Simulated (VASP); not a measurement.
Given:

```
CdSe
1.0
    0.00000     3.09939     3.09939
    3.09939     0.00000     3.09939
    3.09939     3.09939     0.00000
Cd Se
1 1
Direct
  0.00000   0.00000   0.00000
  0.25000   0.25000   0.25000
```

Calculation: TPSS meta-GGA, VASP's PBE PAW potentials (set 64) (plane waves; VASP). Settings: 520 eV cut-off, 8×8×8 Γ-centred mesh, tetrahedra with Blöchl corrections, potentials Cd Se.

Give the energies of bands 7 to 11 at the high-symmetry points, in eV from the valence-band maximum.

```
band     Γ      X      U      L      W
----  ----  -----  -----  -----  -----
7     0.00  -3.81  -3.73  -4.06  -3.70
8     0.00  -1.68  -2.29  -0.68  -2.04
9     0.00  -1.68  -1.37  -0.68  -1.99
10    0.71   3.41   3.88   2.52   4.97
11    6.14   3.87   5.21   6.62   5.38
```

The gap is direct, 0.71 eV, from the valence maximum at Γ to the conduction minimum at Γ.

The compound is CdSe in the zinc blende structure, whereas wurtzite is the usual form. It was relaxed first, which changed the volume by +8 %.
